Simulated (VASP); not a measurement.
The input files of a VASP run:

POSCAR:
```
MgS
1
    4.0262600117     0.0000000000     0.0000000000
   -2.0131300058     3.4868430403     0.0000000000
    0.0000000000     0.0000000000     6.4035091489
Mg S
2 2
Direct
  0.6666670000   0.3333330000   0.4960862349
  0.3333330000   0.6666670000   0.9960862349
  0.3333330000   0.6666670000   0.3789037651
  0.6666670000   0.3333330000   0.8789037651
```

**KPOINTS**
```
Automatic mesh
0
Gamma
6 6 3
0 0 0
```

### INCAR
```
SYSTEM = MgS
PREC = Accurate; ENCUT = 400; LREAL = F
LASPH = T
EDIFF = 1E-6; NELM = 100; ALGO = Normal
LMIXTAU = T
ISMEAR = 0; SIGMA = 0.05
METAGGA = R2SCAN
IBRION = 2; NSW = 60; ISIF = 3
EDIFFG = -0.02
LWAVE = F; LCHARG = F
```

POTCAR, in this order: Mg S (PBE.64 set). Program: vasp_std.

Task: Translate this r2SCAN calculation to Ansatz.

Result: One equivalent input (not run):
Ansatz 0.2 input:
```yaml
crystal:
  lattice:
    - [4.0262600, 0.0000000, 0.0000000]
    - [-2.0131300, 3.4868430, 0.0000000]
    - [0.0000000, 0.0000000, 6.4035091]
  atoms:
    - { symbol: Mg, position: [0.6666670, 0.3333330, 0.4960862] }
    - { symbol: Mg, position: [0.3333330, 0.6666670, 0.9960862] }
    - { symbol: S, position: [0.3333330, 0.6666670, 0.3789038] }
    - { symbol: S, position: [0.6666670, 0.3333330, 0.8789038] }
kpoints:
  mp_grid: { grid: [6, 6, 3] }
hamiltonian:
  xc: r2scan
  pseudopotentials: { kind: paw }
scf:
  occupations: { method: gaussian, width: 0.05 }
  max_iter: 100
relax:
  max_steps: 60
  f_tol: 0.02
  cell: {}
output: { forces: true, stress: true, eigenvalues: true }
```
Limits of the translation: each code has its own PAW files, so the cut-off isn't converted (ENCUT is set for VASP's; basis.ecutwfc is left out, and Ansatz then takes the one that its files recommend); Ansatz stops its SCF on the density residual and VASP on the energy change (EDIFF).

The structure comes from a computed database's MgS entry (P6_3mc); how it stands against other phases isn't given here. This run relaxes it. Symmetry was kept, so distortions that lower it aren't found. The start is the result of an earlier pass.
